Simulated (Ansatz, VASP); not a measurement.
# MnO (Manganosite) in two plane-wave programs

Wanted: the spread between two codes on one cell, functional and k mesh. The cell is taken from a series of runs on this material, whose earlier steps may have relaxed, scaled, displaced or heated it; both programs get it as it stands.

Calculated with Ansatz 0.2.0; plane waves, with VASP 6.6.1 beside it; zone-centre phonons at PBE, DFT+U.

### Step 1. Set-up

It takes space group Fm-3m (No. 225, cubic). The conventional cell has a = 4.533 Å, b = 4.533 Å, c = 4.533 Å, α = 90.00°, β = 90.00°, γ = 90.00°. Nearest to Mn lie 6 O at 2.27 Å. Nearest to O lie 6 Mn at 2.27 Å. Farther neighbours and most contacts between anions are not listed.

### Step 2. Ansatz: zone-centre phonons, PBE, DFT+U

Ansatz runs on its default PAW (the set named soft_2) files.

Second derivatives magnify differences that forces hide, and they need a tight electronic threshold.

The input, input.yaml:

```yaml
crystal:
  lattice:
    - [0.0, 2.2664296361, 2.2664296361]
    - [2.2664296361, 0.0, 2.2664296361]
    - [2.2664296361, 2.2664296361, 0.0]
  atoms:
    - { symbol: Mn, position: [0.0, 0.0, 0.0], spin: 4.76 }
    - { symbol: O, position: [0.5, 0.5, 0.5], spin: 0.18 }
kpoints:
  mp_grid: { grid: [16, 16, 16] }
hamiltonian:
  xc: pbe
  hubbard: { sites: [{ species: Mn, l: d, u_eff: 3.9 }] }
scf:
  occupations: { method: gaussian, width: 0.15 }
output:
  eigenvalues: true
  populations: true
magnetization:
  spin_polarized: true
phonons:
  method: dfpt
```

On the command line:

```bash
$ ansatz run input.yaml --threads 4 --pin off --max-ram 7168MiB --backend cpu --events-out ev --progress --plain --runs-dir out
```

Numbers of over 12 decimals in the logs are rounded to 6 here.

The program printed:

```text
Mn: projections on atomic orbitals take those of the free atom [Ne] 3s2 3p6 3d5 4s2, of charge +0.00 (hamiltonian.pseudopotentials.projection_atoms); the dataset's partial waves leave at most 9.0e-7 of an orbital's norm unspanned inside its sphere
O: projections on atomic orbitals take those of the free atom [He] 2s2 2p4, of charge +0.00 (hamiltonian.pseudopotentials.projection_atoms); the dataset's partial waves leave at most 1.9e-8 of an orbital's norm unspanned inside its sphere
Engine: ansatz 0.2.0, aarch64-unknown-linux-gnu
Pseudopotentials: kind: paw
Pseudopotential: Mn, paw, valence charge 15, recommended cutoff 420 eV (normal), Mn.paw.azcp
Pseudopotential: O, paw, valence charge 6, recommended cutoff 420 eV (normal), O.paw.azcp
Functional definition: PBE
  parameter kappa = 0.804
  parameter beta = 0.066725
  exchange = pbe_x(kappa = kappa, mu = beta*pi^2/3)
  correlation = pbe_c(beta = beta)
Crystal: 2 atoms, lattice volume = 23.284 Å³
Basis set: ecut = 420 eV, 459 PW (Γ), exchange–correlation on 48×48×48 points (8 copies of the dense FFT grid, shifted against one another)
Bands: 17, of which v1, the nominal top of the filled ones, is band 11 counted from 1 (10 counted from 0)
Symmetry: 48 space group operations
Space group: Fm-3m (ITA 225), of the structure as read, at distance tolerance 2.9e-5 Å
Magnetic group: BNS 225.116 (UNI 1618), of the structure as read, at distance tolerance 2.9e-5 Å
k-points: 145 of 4096
Non-local potential: Mn, projectors of the file, l = 0: 3, l = 1: 2, l = 2: 3, l = 3: 1
Non-local potential: O, projectors of the file, l = 0: 2, l = 1: 2, l = 2: 1
PAW form: soft (Blöchl's): semilocal exchange-correlation on the pseudo side does not see the compensation charge
PAW one-centre angular grid: Mn, 590 points (default); XC on 64 Gauss nodes
PAW one-centre angular grid: O, 110 points (default); XC on 64 Gauss nodes
Initial density: superposition of atomic densities (chi_scale 0.1, normalization cell, long waves kept (reshape's long-wave potential 0.00 eV rms))
Starting moments: Σ|m| = 4.94 μB on 2 of 2 sites
Initial wavefunctions: pseudopotential atomic-orbital guess
Functional: x = pbe(κ = 0.804, μ = 0.219515), c = pbe(β = 0.066725)
SCF 1 converged in 13 iterations: F = -4465.567767 eV  dr2 = 1.94e-8
  greatest PAW one-centre occupation: 1.004 electrons in one spin orbital (limit 2), on the Mn atom at site 0 (counted from 0), in its partial waves of l = 1
k-points: 349 of 4096 (irreducible under 8 space group operations, time reversal used)
Initial density: read from a saved state, or passed on in memory by an earlier SCF of this step, an earlier step, the calling program or the single point that the run made first
Stability of the state it starts from, as read at its close in the collinear treatment: not read negative (Ritz values of 1 − χ₀K, real part plus size of imaginary part, from 0.67 to 0.94, by its mixing steps under the symmetry group of the SCF that read it); its run was given moments
Starting moments: Σ|m| = 4.94 μB on 2 of 2 sites; this step starts from the density that it was given
iter 1 solved again at ethr=1.15e-9 eV; its pass at ethr=3.10e-3 eV (dr2=2.41e-7 eV) is discarded
SCF iter   1: F=—  HF=-4465.567767 eV  |F-HF|=—  |Δ(HF+E_count)|=         —  Δρ=1.94e-5 (↑1.94e-5 ↓1.16e-5)  dr2=1.94e-8  dr2_m=4.82e-8  M=5.000 μB ∫|m|=5.000 μB  β_m=0.30  ethr=1.15e-9  ⟨swp⟩=3.1  Hψ=84756  notcnv=0
preconditioner: auto → none  [insulator: Δε(μ)=0.343 eV  Ē_g=14.033 eV  σ=0.150 eV  W_gap=0.89  n_scr=8 (ndim 8)  ℏωp=27.7 eV  f_vac=0.000  D(μ)=0.01/eV (n_scr^D=0)  ε∞_Penn≈4.9]
SCF iter   2: F=—  HF=-4465.567767 eV  |F-HF|=—  |Δ(HF+E_count)|=   5.13e-9  Δρ=1.04e-5 (↑1.03e-5 ↓1.04e-5)  dr2=1.69e-9  dr2_m=2.23e-8  M=5.000 μB ∫|m|=5.000 μB  β_m=0.48  ethr=9.22e-11  ⟨swp⟩=2.3  Hψ=17415  notcnv=0
SCF iter   3: F=—  HF=-4465.567767 eV  |F-HF|=—  |Δ(HF+E_count)|=   1.41e-8  Δρ=6.53e-6 (↑6.53e-6 ↓2.49e-6)  dr2=5.16e-9  dr2_m=3.89e-9  M=5.000 μB ∫|m|=5.000 μB  β_m=0.48  ethr=8.05e-12  ⟨swp⟩=2.0  Hψ=17803  notcnv=0
SCF iter   4: F=—  HF=-4465.567767 eV  |F-HF|=—  |Δ(HF+E_count)|=   1.13e-9  Δρ=2.34e-6 (↑8.00e-7 ↓2.34e-6)  dr2=5.84e-10  dr2_m=4.99e-10  M=5.000 μB ∫|m|=5.000 μB  β_m=0.47  ethr=8.05e-12  ⟨swp⟩=2.0  Hψ=17449  notcnv=0
SCF iter   5: F=—  HF=-4465.567767 eV  |F-HF|=—  |Δ(HF+E_count)|=  1.49e-10  Δρ=5.05e-7 (↑5.05e-7 ↓5.02e-7)  dr2=3.09e-12  dr2_m=5.36e-11  M=5.000 μB ∫|m|=5.000 μB  β_m=0.73  ethr=1.00e-12  ⟨swp⟩=3.9  Hψ=47828  notcnv=0
SCF iter   6: F=-4465.567767 eV  HF=-4465.567767 eV  |F-HF|=9.09e-13  |Δ(HF+E_count)|=  3.64e-11  Δρ=2.29e-8 (↑1.73e-8 ↓2.29e-8)  dr2=1.93e-14  dr2_m=7.97e-14  M=5.000 μB ∫|m|=5.000 μB  ethr=1.00e-12  ⟨swp⟩=4.1  Hψ=36535  notcnv=0
SCF 2 converged in 6 iterations: F = -4465.567767 eV  dr2 = 1.93e-14
DFPT response loops at Γ: preconditioner auto → Kerker (q_TF=auto, 2.682 Å⁻¹) (partly filled bands, converged f_vac=0.000); β = 1.00, the filter's whole step (`scf.mixing.beta` (0.30) is not read by the response loops under this deck's `scf.mixing.preconditioner`; to damp them name `kerker` or `kerker_dos`, under which they read `scf.mixing.beta`, and type it under 1.00, their step now; both keys bind the ground state too); Broyden in place of MSR1
SCF converged after 6 iterations
Magnetization: 5.0000 μB (13.0000 up, 8.0000 down)
Absolute magnetization: 5.0000 μB (∫|ρ↑−ρ↓|, with the PAW one-centre terms)
Spin contamination: 0.0056 ħ² per cell (⟨S²⟩ above its minimum at these occupations)
Per-site moments (μB) at R_I (Å): [(4.322887, 0.934902), (0.161008, 0.934902)]
Free energy (F): -4465.567767 eV
Harris-Foulkes:  -4465.567767 eV  (|F-HF|=9.09e-13)
Internal energy: -4465.567632 eV  (E = F + TS)
E sigma→0 (E₀):  -4465.567700 eV
Entropy (-TS):   -0.000135 eV (-0.068 meV/atom)
Fermi energy:    11.835232 eV
--- Per-component energies (eV) ---
  E_band       = -276.025909
  E_kinetic    = 471.865002
  E_local      = -2296.928684  (includes V_loc(G=0)·N_el)
  E_nonlocal   = 303.314409
  E_hartree    = 918.180111
  E_xc         = -184.039191
  E_vxc        = -235.037040  (∫ρ·V_xc dr)
  E_hubbard    = 0.481739  (on-site DFT+U / exact-exchange correction)
  E_vhub       = -9.248234  (the Hubbard potential's part of the band-sum identity)
  E_paw        = -1466.170961  (= ΣΔE_a)
  E_vpaw       = -346.353990  (= ΣTr[D̂ρ^β])
  E_aug_tail   = 0.002403  (compensation charges beyond the density's cutoff)
  E_ewald      = -2212.272461
  E_smearing   = -0.000135  (= −TS)
  E_closure    = 0.000000  (closes the sum)
  Σ components = -4465.567767   (vs F -4465.567767, Δ=0.00e0)
--- Band table (eV; the first three rows and the last of 698) ---
  k-point 0 ↑: bands = [... 7 lower, 7.0401, 7.5242, 7.5242, 9.2322, 9.2322, 9.2322, 11.6513, 26.1084, ... 2 higher]
  k-point 1 ↑: bands = [... 7 lower, 7.0393, 7.3999, 7.3999, 8.9949, 9.4003, 9.4003, 11.9942, 25.5523, ... 2 higher]
  k-point 2 ↑: bands = [... 7 lower, 6.9070, 7.2722, 7.2722, 8.6142, 9.7839, 9.7839, 12.7347, 24.3910, ... 2 higher]
  k-point 348 ↓: bands = [... 7 lower, 7.8599, 15.4128, 15.4128, 16.0046, 16.5721, 16.6436, 20.9032, 21.8589, ... 2 higher]
Occupation matrices written to <dir>
--- Phonons (Γ-DFPT): 2 representative perturbations + reference, on 349 of 4096 k-points (Σ response iterations 14) ---
  k mesh reduced under 8 symmetry operations, with k and −k counted as one. Each operation leaves every solved perturbation unchanged. A smaller set is not considered because the run has a Hubbard term
  ASR residual: 8.430e-6 → 0.000e0 eV/Å²; symmetrization residual: 3.163e-6 eV/Å²
  ASR residual per site (eV/Å²): 5.32e-6 8.43e-6
  Γ frequencies (cm⁻¹): 0.00 0.00 0.00 228.84 228.84 228.84
  non-analytic LO–TO correction: not included (Born effective charges unavailable; polar crystals: no LO–TO splitting at Γ)
--- Löwdin populations: 2 sites ---
  site symbol       q [e]    m [muB]
     0     Mn     13.7428     4.7758
     1      O      7.1265     0.2019
  spilling = 0.006225 (of n_electrons = 21.000000)
```

The column dr2 measures how far the density is from self-consistency, as an energy; F and HF (Harris–Foulkes) agree once it is small.

(Part 1 of 2 ends here.)

[Lines on the potential files, build, host, timing and source positions are cut from VASP's logs without a mark.]

[Logs are printed without paths, hosts, clocks, repeated set-up lines and the standing remarks that a program may print on its own settings, such as how far it seeks lower states.]

[Hosts, paths, dates, database ids (printed as entryN), source tags and the programs' standing remarks are cut or masked in the printed files.]
